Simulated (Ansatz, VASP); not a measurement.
# Ga in two plane-wave programs, part 2 of 2

One calculation is typed for both programs; each brings its own data sets. How far apart do they land? The structure shown is frame 200 of Ansatz's trajectory.

VASP 6.6.1 and Ansatz 0.2.0.

So far: The starting structure; Ansatz: dynamics, PBE with D3(BJ).

**3. VASP: single point, PBE with D3(BJ)**

Level of this step: PBE with D3(BJ); plane waves and PAW (Ga_d) (VASP).

The same cell, functional, mesh and smearing now go to VASP, with its own data sets.

Lines of VASP's logs that name or quote its potential files are left out, and so is its time.

The input, INCAR:

```
SYSTEM = Ga
PREC = Accurate
ENCUT = 400
EDIFF = 1E-06
NELM = 120
ISMEAR = -1
SIGMA = 0.05
LREAL = Auto
ALGO = Normal
GGA = PE
IVDW = 12
NBANDS = 368
LORBIT = 11
LWAVE = .FALSE.
LCHARG = .FALSE.
ISIF = 2
LASPH = .TRUE.
GGA_COMPAT = .FALSE.
EFERMI = MIDGAP
NCORE = 2
```

The input, POSCAR:

```
Ga
1.0
    9.8680250000      0.0000000000      0.0000000000
    0.0000000000      9.8680250000      0.0000000000
    0.0000000000      0.0000000000      9.8680250000
Ga
48
Direct
    0.6050653500      0.0057534309      0.1062015956
    0.9625938321      0.3793464244      0.3510935572
    0.7113378817      0.4179762414      0.5060891110
    0.1422169076      0.7573045265      0.4810385057
    0.3931992471      0.8549735129      0.4120378698
    0.4377167670      0.1108732497      0.4167601926
    0.2461688129      0.3118759833      0.7891650052
    0.3449829120      0.4193442964      0.0159175722
    0.8965015796      0.6347774757      0.4450738623
    0.2536981818      0.1703076350      0.1448618138
    0.6306327761      0.1797928157      0.5884054813
    0.6933099582      0.7943332126      0.9052064623
    0.1402712296      0.4993501739      0.5212086512
    0.1816776913      0.5630407300      0.8066051718
    0.5150068023      0.2342515346      0.8080340291
    0.5341190360      0.4922666896      0.7373613261
    0.2252122385      0.8135974524      0.7908168048
    0.8007782712      0.3190709387      0.8425191464
    0.2987730574      0.0830054646      0.8872900099
    0.9304090738      0.9040613497      0.3732864479
    0.2223747913      0.9937778836      0.6048626752
    0.7045280084      0.7490049934      0.1890753216
    0.4145713048      0.6770047705      0.9492578302
    0.8982648504      0.1455002394      0.5029679191
    0.9812297800      0.3747558402      0.6583181538
    0.9523410206      0.6664150121      0.9261757039
    0.7728496837      0.8614489728      0.6508293200
    0.2398960278      0.8785445923      0.0446391249
    0.7134963683      0.0714732685      0.8428332924
    0.2029585454      0.4294679026      0.2530800236
    0.6850610938      0.1948211522      0.2922874638
    0.1265602793      0.1662136040      0.4040018139
    0.1300868208      0.6513056057      0.1379100681
    0.6344329286      0.6556529802      0.4440706220
    0.7859323421      0.5918509530      0.7389827245
    0.4167601926      0.6538289070      0.2500804366
    0.0420423540      0.4155441438      0.0048743290
    0.0307863022      0.1615419499      0.8032002351
    0.6586018986      0.9438084115      0.4102745990
    0.3902908637      0.5928947282      0.5548324006
    0.4876457042      0.8760922272      0.7277748080
    0.4862979168      0.4107610185      0.3178143549
    0.1885382333      0.9416296574      0.2960977501
    0.3248269031      0.3040730035      0.5303391509
    0.9798921263      0.9016292521      0.8282407067
    0.6487823045      0.5408478394      0.9890226261
    0.7683199019      0.4868552725      0.2048535548
    0.6054504321      0.2918922479      0.0699836087
```

The input, KPOINTS:

```
Automatic mesh
0
Gamma
1 1 1
0 0 0
```

The projector-augmented-wave data sets are Ga_d (PBE family, release 64).

Command:

```console
> mpirun -np 8 vasp_gam
```

Numbers of over 12 decimals in the logs are rounded to 6 here.

Output:

```text
[banner, memory and clock lines left out]
running    8 mpi-ranks, on    1 nodes
[...]
LDA part: xc-table for (Slater+PW92), standard interpolation
 POSCAR, INCAR and KPOINTS ok, starting setup
[...]
entering main loop
       N       E                     dE             d eps       ncg     rms          rms(c)
DAV:   1     0.858355788668E+04    0.85836E+04   -0.23643E+05   736   0.318E+03
DAV:   2     0.178600040132E+04   -0.67976E+04   -0.66038E+04   736   0.807E+02
DAV:   3     0.909709447028E+02   -0.16950E+04   -0.15946E+04   816   0.247E+02
DAV:   4    -0.130270510193E+03   -0.22124E+03   -0.19938E+03   800   0.825E+01
[...]
DAV:  19    -0.146121995202E+03    0.30004E-05   -0.11178E-05   744   0.188E-02    0.302E-03
DAV:  20    -0.146121996699E+03   -0.14968E-05   -0.13229E-05   792   0.155E-02    0.231E-03
DAV:  21    -0.146121996146E+03    0.55216E-06   -0.23632E-06   520   0.889E-03
   1 F= -.15991171E+03 E0= -.15990590E+03  d E =-.116301E-01
```

Parts of OUTCAR (step 3):

```text
 Edisp (eV)  -13.78972

  Total     -12.09407    -0.81790    -7.34270    -1.65698    -4.21569    -1.24158
  in kB     -20.16473    -1.36370   -12.24266    -2.76273    -7.02893    -2.07011
  external pressure =      -11.26 kB  Pullay stress =        0.00 kB

 POSITION                                       TOTAL-FORCE (eV/Angst)
 -----------------------------------------------------------------------------------
      5.97080      0.05677      1.04800         0.488725     -0.132749     -0.267940
      9.49890      3.74340      3.46460        -0.421853     -0.062248     -0.257286
      7.01950      4.12460      4.99410         0.077773     -0.398969     -0.179674
      1.40340      7.47310      4.74690         0.250736     -0.164059      0.056204
      3.88010      8.43690      4.06600         0.860241     -0.533625      0.893908
      4.31940      1.09410      4.11260         0.054791      0.072535     -0.413104
      2.42920      3.07760      7.78750         0.216775      0.038054     -0.140205
      3.40430      4.13810      0.15708        -0.056855     -0.057474      0.023615
      8.84670      6.26400      4.39200        -0.081555      0.169020     -0.050014
      2.50350      1.68060      1.42950         0.189125      0.480006     -0.094626
      6.22310      1.77420      5.80640         0.568514     -0.190086     -0.392887
      6.84160      7.83850      8.93260        -0.333006      0.343619      0.198668
      1.38420      4.92760      5.14330         0.863332      0.579017     -0.637681
      1.79280      5.55610      7.95960         0.087985     -0.091399      0.054078
[...]
-----------------------------------------------------------------------------------
    total drift:                               -0.011374      0.004552      0.008483

  FREE ENERGIE OF THE ION-ELECTRON SYSTEM (eV)
  ---------------------------------------------------
  free  energy   TOTEN  =      -159.9117112517 eV

  energy  without entropy=     -159.9000811719  energy(sigma->0) =     -159.90589621

[... 3 further parts left out ...]
[key lines of the parts left out:]
E-fermi :   4.4932
```

The run ends at a pressure of -1.13 GPa, with forces up to 1.4 eV/Å.

**4. Differences**

Known differences besides the potentials themselves: the cutoff is 420 eV in Ansatz and 400 eV in VASP (PREC = Accurate, projectors in real space). Total energies have different zeros and are not compared.

Forces on 8 of the 48 atoms, those with the largest forces and the largest differences (eV/Å; atoms numbered as in POSCAR):

| atom | Ansatz x, y, z | VASP x, y, z |
| --- | --- | --- |
| Ga5 | 0.854, -0.528, 0.887 | 0.860, -0.534, 0.894 |
| Ga13 | 0.859, 0.579, -0.634 | 0.863, 0.579, -0.638 |
| Ga18 | -0.443, 0.582, 0.496 | -0.448, 0.588, 0.504 |
| Ga24 | -1.388, 0.213, 0.290 | -1.395, 0.212, 0.297 |
| Ga31 | 0.262, 0.505, 0.854 | 0.270, 0.506, 0.860 |
| Ga32 | 1.124, 0.458, 0.146 | 1.130, 0.463, 0.145 |
| Ga37 | -0.150, -0.455, -0.152 | -0.155, -0.464, -0.149 |
| Ga43 | -0.251, -0.352, -0.731 | -0.253, -0.354, -0.740 |

The forces differ by 4.0 meV/Å r.m.s., which is 1.0 % of the r.m.s. force of 0.400 eV/Å (both taken over all components).

**5. Summary of results**

```yaml
r_m_s_force_difference_single_point_pbe_with_d3_bj: 0.99 % of the r.m.s. force
```

The r.m.s. force difference is 0.99 % of the r.m.s. force (single point, PBE with D3(BJ)), within the 3 % picked in this series as the mark of a large difference. 2 further runs of this series are not shown here. Such differences can come from data sets, numerical settings and the points named under the comparisons, not from the functional's error against experiment.

[Lines on the potential files, build, host, timing and source positions are cut from VASP's logs without a mark.]

[Logs are printed without paths, hosts, clocks, repeated set-up lines and the standing remarks that a program may print on its own settings, such as how far it seeks lower states.]

[Hosts, paths, dates, database ids (printed as entryN), source tags and the programs' standing remarks are cut or masked in the printed files.]
